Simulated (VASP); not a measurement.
**MnS: magnetic orders**

Wanted: the lowest of several collinear orders of MnS. The start is a cell from a database of measured crystal structures.

Main program and level: VASP 6.6.1; PBE, DFT+U (Mn d 4 eV), spin-polarised, from parallel moments; plane waves and PAW (Mn_pv, S), in the first sound run; inputs show where later runs differ.

The database entry behind the starting cell differs from later determinations by our own check (an axis about 0.2 % short against later determinations), so it need not match the best structure at ambient conditions.

**1. The structure**

It takes space group Fm-3m (No. 225, cubic). Conventional cell: a = 5.209 Å, b = 5.209 Å, c = 5.209 Å, α = 90.00°, β = 90.00°, γ = 90.00°. Nearest to Mn lie 6 S at 2.60 Å. Nearest to S lie 6 Mn at 2.60 Å. Farther neighbours and most contacts between anions are not listed.

Structure file:

```cif
data_structure
_symmetry_space_group_name_H-M 'Fm-3m'
_symmetry_Int_Tables_number 225
_cell_length_a 5.2090
_cell_length_b 5.2090
_cell_length_c 5.2090
_cell_angle_alpha 90.000
_cell_angle_beta 90.000
_cell_angle_gamma 90.000
_cell_volume 141.34
loop_
_atom_site_label
_atom_site_type_symbol
_atom_site_symmetry_multiplicity
_atom_site_Wyckoff_symbol
_atom_site_fract_x
_atom_site_fract_y
_atom_site_fract_z
_atom_site_occupancy
Mn1 Mn 4 a 0.00000 0.00000 0.00000 1
S1 S 4 b 0.50000 0.00000 0.00000 1
```

**2. Magnetic order, 2 atoms, start order ferro**

Each run starts from other signs of the moments at the same geometry and cutoff; gentle mixing helps it keep them. Any wave vector in a name is a fraction of the reciprocal vectors of the first cell as typed.

File INCAR:

```
SYSTEM = MnS
PREC = Accurate
ENCUT = 350
EDIFF = 1E-06
NELM = 150
ISMEAR = -1
SIGMA = 0.1
LREAL = .FALSE.
ALGO = Normal
GGA = PE
NBANDS = 16
ISPIN = 2
MAGMOM = 4.5 0
LDAU = .TRUE.
LDAUTYPE = 2
LDAUL = 2 -1
LDAUU = 4 0
LDAUJ = 0 0
LDAUPRINT = 1
LASPH = .TRUE.
LMAXMIX = 4
LORBIT = 11
LWAVE = .FALSE.
LCHARG = .TRUE.
KPAR = 4
AMIX = 0.2
BMIX = 1E-04
AMIX_MAG = 0.8
BMIX_MAG = 1E-04
```

File POSCAR:

```
MnS
1.0
    0.0000000000      2.6045000000      2.6045000000
    2.6045000000      0.0000000000      2.6045000000
    2.6045000000      2.6045000000      0.0000000000
Mn S
1 1
Direct
    0.0000000000      0.0000000000      0.0000000000
    0.5000000000      0.5000000000      0.5000000000
```

File KPOINTS:

```
Automatic mesh
0
Gamma
10 10 10
0 0 0
```

PAW data sets: Mn_pv and S (PBE family, release 64).

The run is started by

```
mpirun -np 4 vasp_std
```

Output:

```text
[banner, memory and clock lines left out]
running    4 mpi-ranks, on    1 nodes
 distrk:  each k-point on    1 cores,    4 groups
 distr:  one band on    1 cores,    1 groups

 POSCAR found type information on POSCAR MnS
 POSCAR found :  2 types and       2 ions
 LDA part: xc-table for (Slater+PW92), standard interpolation
 POSCAR, INCAR and KPOINTS ok, starting setup
 FFT: planning ... GRIDC
 FFT: planning ... GRID_SOFT
 FFT: planning ... GRID
 WAVECAR not read
 entering main loop
       N       E                     dE             d eps       ncg     rms          rms(c)
DAV:   1     0.115940223998E+03    0.11594E+03   -0.88233E+03  3208   0.929E+02
DAV:   2    -0.797340750667E+01   -0.12391E+03   -0.11809E+03  3488   0.276E+02
DAV:   3    -0.125232253310E+02   -0.45498E+01   -0.45347E+01  3640   0.612E+01
DAV:   4    -0.125724244855E+02   -0.49199E-01   -0.49196E-01  3592   0.646E+00
DAV:   5    -0.125733988310E+02   -0.97435E-03   -0.97434E-03  3528   0.902E-01    0.113E+01
DAV:   6    -0.130064630740E+02   -0.43306E+00   -0.25435E+00  3184   0.182E+01    0.105E+01
DAV:   7    -0.129565067472E+02    0.49956E-01   -0.10085E+00  3824   0.111E+01    0.850E+00
DAV:   8    -0.129471401368E+02    0.93666E-02   -0.16089E-01  3328   0.324E+00    0.536E+00
DAV:   9    -0.129460492357E+02    0.10909E-02   -0.11780E-02  3328   0.117E+00    0.232E+00
DAV:  10    -0.129463196910E+02   -0.27046E-03   -0.35336E-03  3240   0.668E-01    0.292E-01
DAV:  11    -0.129459114893E+02    0.40820E-03   -0.11108E-03  3488   0.327E-01    0.115E-01
DAV:  12    -0.129459003968E+02    0.11093E-04   -0.28656E-04  3352   0.135E-01    0.114E-01
DAV:  13    -0.129459063379E+02   -0.59411E-05   -0.14511E-05  3440   0.283E-02    0.883E-02
DAV:  14    -0.129459076727E+02   -0.13348E-05   -0.16363E-05  3280   0.378E-02    0.128E-02
DAV:  15    -0.129459083553E+02   -0.68253E-06   -0.15259E-06  2848   0.145E-02
   1 F= -.12945908E+02 E0= -.12945438E+02  d E =-.941420E-03  mag=     4.9981
```

The job ended after 10 s (4 MPI ranks of Intel Xeon 6975P-C (Granite Rapids), shared host; peak memory 0.59 GiB; 36 s of CPU time).

The logs omit lines about the potential files and the build; timing stands in the text.

OUTCAR, selected parts (step 2):

```text
ion  position               nearest neighbor table
   1  0.000  0.000  0.000-   2 2.60   2 2.60   2 2.60   2 2.60   2 2.60   2 2.60
   2  0.500  0.500  0.500-   1 2.60   1 2.60   1 2.60   1 2.60   1 2.60   1 2.60

  LATTYP: Found a face centered cubic cell.
 ALAT       =     5.2090000000

 Subroutine GETGRP returns: Found 48 space group operations
 (whereof 48 operations were pure point group operations)

The static configuration has the point symmetry O_h .

 Found     47 irreducible k-points:

   k-points           NKPTS =     47   k-points in BZ     NKDIM =     47   number of bands    NBANDS=     16

   dimension x,y,z NGX =    24 NGY =   24 NGZ =   24
   dimension x,y,z NGXF=    48 NGYF=   48 NGZF=   48

   ENCUT  =  350.0 eV  25.72 Ry    5.07 a.u.   5.62  5.62  5.62*2*pi/ulx,y,z

   NELECT =      19.0000    total number of electrons

 k-points in reciprocal lattice and weights: Automatic mesh
   0.00000000  0.00000000  0.00000000       0.001
   0.10000000  0.00000000  0.00000000       0.008
   0.20000000  0.00000000  0.00000000       0.008
   0.30000000  0.00000000  0.00000000       0.008
   0.40000000  0.00000000  0.00000000       0.008
   0.50000000  0.00000000  0.00000000       0.004
   0.10000000  0.10000000  0.00000000       0.006
   0.20000000  0.10000000  0.00000000       0.024
   0.30000000  0.10000000  0.00000000       0.024
[...]
-0.30000000  0.40000000  0.20000000       0.024
  -0.30000000  0.50000000  0.20000000       0.012

atom =   1  type =  1  l = 2

 onsite density matrix

spin component  1

  0.9333  0.0000  0.0000 -0.0000 -0.0000
  0.0000  0.9333  0.0000 -0.0000 -0.0000
  0.0000  0.0000  0.9552  0.0000 -0.0000
 -0.0000 -0.0000  0.0000  0.9333 -0.0000
 -0.0000 -0.0000 -0.0000 -0.0000  0.9552

spin component  2

  0.0149 -0.0000  0.0000 -0.0000  0.0000
 -0.0000  0.0149 -0.0000 -0.0000  0.0000
  0.0000 -0.0000  0.0757  0.0000 -0.0000
 -0.0000 -0.0000  0.0000  0.0149  0.0000
  0.0000  0.0000 -0.0000  0.0000  0.0757

 occupancies and eigenvectors

  o =  0.0149  v =  0.0000  0.0000  0.0000  0.0000  0.0000  1.0000  0.0021 -0.0000  0.0038 -0.0000      0.0000  0.0000  0.0000  0.0000  0.0000  0.0000  0.0000  0.0000  0.0000  0.0000
  o =  0.0149  v =  0.0000  0.0000  0.0000  0.0000  0.0000 -0.0020  0.9998  0.0000 -0.0218 -0.0000      0.0000  0.0000  0.0000  0.0000  0.0000  0.0000  0.0000  0.0000  0.0000  0.0000
  o =  0.0149  v =  0.0000  0.0000  0.0000  0.0000  0.0000  0.0039 -0.0218 -0.0000 -0.9998  0.0000      0.0000  0.0000  0.0000  0.0000  0.0000  0.0000  0.0000  0.0000  0.0000  0.0000
  o =  0.0757  v =  0.0000  0.0000  0.0000  0.0000  0.0000 -0.0000  0.0000 -0.9937 -0.0000 -0.1118      0.0000  0.0000  0.0000  0.0000  0.0000  0.0000  0.0000  0.0000  0.0000  0.0000
  o =  0.0757  v =  0.0000  0.0000  0.0000  0.0000  0.0000  0.0000  0.0000 -0.1118  0.0000  0.9937      0.0000  0.0000  0.0000  0.0000  0.0000  0.0000  0.0000  0.0000  0.0000  0.0000
  o =  0.9333  v =  1.0000  0.0000  0.0000  0.0000  0.0000  0.0000  0.0000  0.0000  0.0000  0.0000      0.0000  0.0000  0.0000  0.0000  0.0000  0.0000  0.0000  0.0000  0.0000  0.0000
  o =  0.9333  v =  0.0000 -0.3295 -0.0000 -0.9442 -0.0000  0.0000  0.0000  0.0000  0.0000  0.0000      0.0000  0.0000  0.0000  0.0000  0.0000  0.0000  0.0000  0.0000  0.0000  0.0000
  o =  0.9333  v =  0.0000 -0.9442 -0.0000  0.3295 -0.0000  0.0000  0.0000  0.0000  0.0000  0.0000      0.0000  0.0000  0.0000  0.0000  0.0000  0.0000  0.0000  0.0000  0.0000  0.0000
  o =  0.9552  v =  0.0000 -0.0000  0.9999 -0.0000  0.0173  0.0000  0.0000  0.0000  0.0000  0.0000      0.0000  0.0000  0.0000  0.0000  0.0000  0.0000  0.0000  0.0000  0.0000  0.0000
  o =  0.9552  v =  0.0000 -0.0000 -0.0173 -0.0000  0.9999  0.0000  0.0000  0.0000  0.0000  0.0000      0.0000  0.0000  0.0000  0.0000  0.0000  0.0000  0.0000  0.0000  0.0000  0.0000

 average (electrostatic) potential at core
       1 -68.5878       2 -84.8387

 E-fermi :   6.8204

 spin component 1
 k-point     1 :       0.0000    0.0000    0.0000
  band No.  band energies     occupation
    ...
      8       1.5445      1.00000
      9       1.5445      1.00000
     10       4.9937      1.00000
     11       4.9937      1.00000
     12       4.9937      1.00000
     13       8.4319      0.00000
     14      14.9704      0.00000
     15      14.9704      0.00000
     16      14.9704      0.00000

 k-point     2 :       0.1000    0.0000    0.0000
  band No.  band energies     occupation
    ...
      8       1.5784      1.00000
      9       1.5784      1.00000
     10       4.3537      1.00000
     11       5.1457      1.00000
     12       5.1457      1.00000
     13       9.0999      0.00000
     14      14.2107      0.00000
     15      14.9610      0.00000
     16      14.9610      0.00000

 k-point     3 :       0.2000    0.0000    0.0000
  band No.  band energies     occupation
    ...
      8       1.6747      1.00000
      9       1.6747      1.00000
     10       3.3473      1.00000
     11       5.5157      1.00000
     12       5.5157      1.00000
     13      10.0584      0.00000
     14      13.4994      0.00000
     15      14.2834      0.00000
     16      14.2834      0.00000

 k-point     4 :       0.3000    0.0000    0.0000
  band No.  band energies     occupation
    ...
      8       1.7978      1.00000
      9       1.7979      1.00000
     10       2.7935      1.00000
     11       5.9456      0.99984
     12       5.9456      0.99984
     13      10.1223      0.00000
     14      13.1768      0.00000
     15      13.1768      0.00000
     16      13.9642      0.00000

 k-point     5 :       0.4000    0.0000    0.0000
  band No.  band energies     occupation
    ...
      8       1.9007      1.00000
      9       1.9007      1.00000
     10       2.6417      1.00000
     11       6.2940      0.99485
     12       6.2940      0.99485
     13       9.7109      0.00000
     14      12.3588      0.00000
     15      12.3588      0.00000
     16      14.8569      0.00000

 k-point     6 :       0.5000    0.0000    0.0000
  band No.  band energies     occupation
    ...
      8       1.9407      1.00000
      9       1.9407      1.00000
     10       2.6190      1.00000
     11       6.4317      0.97989
     12       6.4317      0.97989
     13       9.5182      0.00000
     14      12.0570      0.00000
     15      12.0570      0.00000
     16      15.1900      0.00000

  Total        0.8742206      0.8742206      0.8742206      0.0000000     -0.0000000     -0.0000000
  in kB       39.6395338     39.6395338     39.6395338      0.0000000     -0.0000000     -0.0000000
  external PRESSURE =      39.6395338 kB  Pullay stress =       0.0000000 kB

  energy-cutoff  :      350.00
  volume of cell :       35.33
      direct lattice vectors                 reciprocal lattice vectors
     0.000000000  2.604500000  2.604500000    -0.191975427  0.191975427  0.191975427
     2.604500000  0.000000000  2.604500000     0.191975427 -0.191975427  0.191975427
     2.604500000  2.604500000  0.000000000     0.191975427  0.191975427 -0.191975427

 POSITION                                       TOTAL-FORCE (eV/Angst)
 -----------------------------------------------------------------------------------
      0.00000      0.00000      0.00000         0.000000      0.000000      0.000000
      2.60450      2.60450      2.60450        -0.000000      0.000000     -0.000000
 -----------------------------------------------------------------------------------
    total drift:                                0.000000     -0.000000     -0.000000

  FREE ENERGIE OF THE ION-ELECTRON SYSTEM (eV)
  ---------------------------------------------------
  free  energy   TOTEN  =       -12.9459083553 eV

  energy  without entropy=      -12.9449669349  energy(sigma->0) =      -12.94543765

 total charge
# of ion       s       p       d       tot
------------------------------------------
    1        0.219   6.171   4.889  11.279
    2        1.321   2.463   0.000   3.784
--------------------------------------------------
tot          1.540   8.634   4.889  15.063

 magnetization (x)
# of ion       s       p       d       tot
------------------------------------------
    1        0.049   0.038   4.504   4.591
    2        0.021   0.064   0.000   0.084
--------------------------------------------------
tot          0.069   0.102   4.504   4.675

[... 6 further parts left out ...]
```

The cell holds one magnetic atom, so no antiferromagnetic order fits into it. The gap is read on the k-mesh alone, so it is an upper bound where the band edges lie off the mesh.

Numbers from this step:

| Property | Result |
| --- | --- |
| electronic cycles | 15 |
| electrons | 19 |
| free energy (TOTEN) | -12.95 eV |
| energy at zero smearing | -12.95 eV |
| Fermi energy | 6.820 eV |
| moment of the cell, from the last line of the log | 4.998 μB |
| metallic | no |
| gap on the k-mesh | 0.5617 eV |
| least direct gap on the k-mesh | 2.631 eV |

Spin moment in the PAW sphere by atom:

```csv
atom,spin moment in the PAW sphere (μB)
Mn1,4.59
S2,0.08
```

Spin density in the ac plane of the conventional cell at fractional y = 0.000, with atoms of Mn and S within 0.2 Å of it.

Ten even steps from '0' (0.0 e/Å³) to '9' (6.2 e/Å³), each cell a mean:
```
73000000000015
10000000000001
00000000000000
00000000000000
00000011000000
00000156200000
00000179400000
00000034100000
00000000000000
00000000000000
00000000000000
31000000000002
94000000000017
```
Columns run along a (5.2 Å), rows up along c (5.2 Å), edges of the conventional cell, whose origin can differ from the input's. Atoms in or near the plane, at fractional coordinates: Mn at (0.00, 0.00), Mn at (0.50, 0.50), S at (0.50, 0.00), S at (0.00, 0.50).

Valence density in the ac plane of the conventional cell at fractional y = 0.000, with atoms of Mn and S within 0.2 Å of it. It is the smooth field of the valence electrons, not physical close to the nuclei.

Values in e/Å³, 13 rows by 14 columns, each cell a mean:
```
11  5  1  0  1  1  1  1  1  1  0  0  2  9
 3  1  0  0  0  1  1  1  1  0  0  0  1  2
 0  0  0  0  0  0  0  0  0  0  0  0  0  0
 0  0  0  0  0  0  0  0  0  0  0  0  0  0
 1  1  0  0  0  0  2  2  1  0  0  0  1  1
 1  1  1  0  0  2  8 11  5  1  0  1  1  1
 0  1  1  0  0  3 12 15  7  1  0  1  1  1
 1  1  1  0  0  1  5  7  3  0  0  0  1  1
 1  1  0  0  0  0  1  1  0  0  0  0  0  1
 0  0  0  0  0  0  0  0  0  0  0  0  0  0
 1  0  0  0  0  0  1  1  1  0  0  0  0  0
 6  2  0  0  0  1  1  1  1  1  0  0  1  4
15  6  1  0  1  1  1  0  1  1  0  0  3 12
```
Columns run along a (5.2 Å), rows up along c (5.2 Å), edges of the conventional cell, whose origin can differ from the input's. Atoms in or near the plane, at fractional coordinates: Mn at (0.00, 0.00), Mn at (0.50, 0.50), S at (0.50, 0.00), S at (0.00, 0.50).

The largest moment at the end is 4.59 μB, and the moments of the cell sum to 5.00 μB.

(Continued in part 2 of 2.)

[Lines on the potential files, build, host, timing and source positions are cut from VASP's logs without a mark.]

[Logs are printed without paths, hosts, clocks, repeated set-up lines and the standing remarks that a program may print on its own settings, such as how far it seeks lower states.]

[Hosts, paths, dates, database ids (printed as entryN), source tags and the programs' standing remarks are cut or masked in the printed files.]

[Runs that stopped without an error message from VASP are left out.]
